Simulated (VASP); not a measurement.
# A VASP study of AsN (PBEsol + D3(BJ)): structure first, properties next, part 2 of 2

Aim: relax AsN, then compute properties on the relaxed cell. The cell is invented: it takes the structure of a Materials Project entry for AsP (space group 160 there), with some of its atoms replaced by other elements, volume scaled by an estimate. It may not be a known or stable phase.

VASP 6.6.1; PBEsol with D3(BJ); plane waves and PAW (As, N); invented cell.

So far. Step 5 (Single point with fields (PBEsol + D3(BJ))): In this run the pressure is -0.07 GPa, small enough to go on. Step 6 (Bands along the symmetry lines (PBEsol + D3(BJ))): There is no gap at this level. The relaxed cell has a = 2.971, c = 10.656 Å (conventional setting).

### 7. Total and projected DOS (PBEsol + D3(BJ))

A density of states needs more k-points than a total energy; ISMEAR = -5 takes tetrahedra, and LORBIT projects the states on the PAW spheres. The mesh is finer than in the run before.

Input file INCAR:

```
SYSTEM = AsN
PREC = Accurate
ENCUT = 520
EDIFF = 1E-06
NELM = 100
ISMEAR = -5
SIGMA = 0.05
LREAL = .FALSE.
ALGO = Normal
GGA = PS
IVDW = 12
NBANDS = 17
LORBIT = 11
LWAVE = .FALSE.
LCHARG = .FALSE.
NEDOS = 2001
```

Input file POSCAR:

```
AsN
1.0
    1.4856801421      0.8577579820      3.5519456232
   -1.4856801421      0.8577579820      3.5519456232
    0.0000000000     -1.7155159640      3.5519456232
As N
1 1
Direct
    0.2118819630      0.2118819630      0.2118819630
    0.7881180370      0.7881180370      0.7881180370
```

Input file KPOINTS:

```
Automatic mesh
0
Gamma
11 11 11
0 0 0
```

PAW data sets: As and N (PBE family, release 64).

Run with:

```console
mpirun -np 1 vasp_std
```

Run time: 2 min. Hardware: 1 MPI rank of AMD EPYC 7R43, shared host; peak memory 0.19 GiB.

With tetrahedra the forces and stress of a metal are not exact derivatives of the energy.

This step gave:

```yaml
irreducible_k_points: 146
fermi_energy: 6.224 eV
pressure: 0.03819 GPa
dos_at_the_fermi_level: 0.3232 states/eV/cell
```

The density of states has structure finer than the step of the table below, so its rows give means over 1 eV, whole bins alone (the curve runs from -12.0 to 7.99 eV). Peaks (eV: height): total -4.7: 1.82, 4.0: 2.44, 5.2: 2.31, 5.7: 2.21; N p -4.7: 0.708, 4.0: 0.464, 5.1: 0.462, 5.7: 0.615; As p -5.0: 0.324, 4.0: 0.680, 5.2: 0.924, 5.7: 0.694; As s -11.7: 0.712, -10.0: 0.298, -2.5: 0.0919, 4.0: 0.0994; N s -10.0: 0.180, -4.6: 0.0579, 2.6: 0.0638, 4.0: 0.103.

States under -12.0 eV and over 8.0 eV are left out. Density of states against energy, zero at the Fermi level; means over each step; values in states/eV/cell:

```csv
energy (eV),total,N p,As p,As s,N s
-11,0.546,0.0699,0.0245,0.222,0.0606
-10,0.586,0.0518,0.0243,0.190,0.111
-9,0.248,0.0199,0.0108,0.0755,0.0588
-8,0.223,0.0423,0.0376,0.0272,0.0242
-7,0.714,0.190,0.151,0.0213,0.0165
-6,0.859,0.254,0.167,0.0304,0.0281
-5,1.52,0.561,0.272,0.0301,0.0444
-4,0.684,0.301,0.107,0.0101,0.0119
-3,0.718,0.237,0.137,0.0461,0.00674
-2,0.804,0.263,0.154,0.0637,0.0157
-1,0.414,0.170,0.0611,0.0333,0.00976
0,0.278,0.100,0.0305,0.0207,0.00916
1,0.594,0.133,0.0980,0.0218,0.0223
2,1.01,0.237,0.206,0.0497,0.0440
3,0.294,0.0553,0.0740,0.0220,0.0161
4,1.53,0.289,0.423,0.0553,0.0543
5,1.73,0.363,0.609,0.0409,0.0234
6,0.710,0.201,0.228,0.0222,0.00583
7,0,0,0,0,0
```

The finer mesh and the other smearing move the Fermi level by -0.07 eV from the 8×8×8 run, one measure of the sampling error in the zero of the bands above. Of the states within 0.3 eV of the Fermi level, the largest shares in the PAW spheres are N p 37 %, As p 10 % and As s 8 %. The rest lies in smaller channels or between the spheres.

### 8. Elastic constants (PBEsol + D3(BJ))

IBRION = 6 with ISIF = 3 strains the cell both ways at fixed fractional positions, and adds the ions' share afterwards from the force constants. Stress converges slowly with the basis, so the cutoff is raised.

Input file INCAR:

```
SYSTEM = AsN
PREC = Accurate
ENCUT = 560
EDIFF = 1E-07
NELM = 100
ISMEAR = 1
SIGMA = 0.2
LREAL = .FALSE.
ALGO = Normal
GGA = PS
IVDW = 12
NBANDS = 11
LORBIT = 11
LWAVE = .FALSE.
LCHARG = .FALSE.
IBRION = 6
NFREE = 2
POTIM = 0.015
ISIF = 3
NSW = 1
```

POSCAR is that of step 7.

Input file KPOINTS:

```
Automatic mesh
0
Gamma
26 26 26
0 0 0
```

Run with:

```console
mpirun -np 1 vasp_std
```

The job ended after 14 min (1 MPI rank).

The run ended with an error.

VASP's message: “internal error in GENERATE_KPOINTS_TRANS: number of G-vector changed in star 819 820”. No number of this run is used.

### 9. Field gradients at the nuclei (PBEsol + D3(BJ))

Field gradients probe how far the charge around each nucleus departs from cubic symmetry; LASPH keeps the non-spherical terms inside the spheres.

Input file INCAR:

```
SYSTEM = AsN
PREC = Accurate
ENCUT = 520
EDIFF = 1E-07
NELM = 100
ISMEAR = 0
SIGMA = 0.05
LREAL = .FALSE.
ALGO = Normal
GGA = PS
IVDW = 12
NBANDS = 11
LORBIT = 11
LWAVE = .FALSE.
LCHARG = .FALSE.
LEFG = .TRUE.
LASPH = .TRUE.
```

POSCAR is that of step 8.

Input file KPOINTS:

```
Automatic mesh
0
Gamma
8 8 8
0 0 0
```

Run with:

```console
mpirun -np 1 vasp_std
```

Wall time 34 s (1 MPI rank); peak memory 0.15 GiB.

Numbers from this step:

```
bands                   : 11
irreducible k-points    : 65
free energy (TOTEN)     : -13.04 eV
energy at zero smearing : -13.04 eV
Fermi energy            : 6.292 eV
pressure                : -0.09551 GPa
```

Electric field gradients, by row:

```csv
atom,Vxx (V/Å²),Vyy (V/Å²),Vzz (V/Å²),asymmetry
As1,82.97,82.97,-165.9,0
N2,19.09,19.09,-38.18,0
```

The largest gradient, -165.94 V/Å², sits on As1; times the quadrupole moment of a nucleus that has one, it gives the coupling that NMR and NQR see.

### 10. Ionic relaxation at fixed cell (PBEsol + D3(BJ)), changed input

With the cell held (ISIF = 2), the atoms move to where the forces vanish. Some settings are moved from the usual, to see what they do.

Input file INCAR:

```
SYSTEM = AsN
PREC = Accurate
ENCUT = 520
EDIFF = 1E-06
NELM = 100
ISMEAR = -4
SIGMA = 0.3
LREAL = .FALSE.
ALGO = Normal
GGA = PS
IVDW = 12
NBANDS = 11
LORBIT = 11
LWAVE = .FALSE.
LCHARG = .FALSE.
IBRION = 2
NSW = 60
ISIF = 2
EDIFFG = -0.01
KSPACING = 0.5
```

POSCAR is that of step 9.

Run with:

```console
mpirun -np 1 vasp_std
```

The job ended after 28 s (1 MPI rank; peak memory 0.15 GiB).

The run converged; its settings lie outside those of the reference runs, so its numbers are set aside.

Settings moved from the usual: ISMEAR = -4, SIGMA = 0.3 and KSPACING = 0.5.

The mesh holds 32 irreducible points against 65.

### 11. Results

```
relaxed volume                            : 13.58 Å³/atom
relaxed conventional cell a, b, c         : 2.971, 2.971, 10.656 Å; angles 90.0, 90.0, 120.0°
space group after relaxing, within 0.02 Å : R3m (No. 160)
band gap                                  : none, a metal
DOS at the Fermi level                    : 0.323 states/eV/cell
largest field gradient Vzz                : -165.94 V/Å² on As1
```

What this shows: With PBEsol + D3(BJ), AsN relaxes to 13.58 Å³/atom in space group R3m (held by the symmetry of the run) and comes out as a metal. Not obtained: elastic constants (PBEsol + D3(BJ)), because the run crashed. Bands along the symmetry lines (PBEsol + D3(BJ)): Of the bands kept, 2 cross the Fermi level on this path. Spin-orbit coupling is left out; it would split some degenerate bands. The k-sampling is coarse for a metal, so the Fermi level, pressures and the shape of the cell carry errors. No search among competing phases was made. All values are for a static lattice at zero temperature.

[Lines on the potential files, build, host, timing and source positions are cut from VASP's logs without a mark.]

[Logs are printed without paths, hosts, clocks, repeated set-up lines and the standing remarks that a program may print on its own settings, such as how far it seeks lower states.]

[Hosts, paths, dates, database ids (printed as entryN), source tags and the programs' standing remarks are cut or masked in the printed files.]

[A measured line is paired with the nearest computed mode of its activity, which favours agreement.]
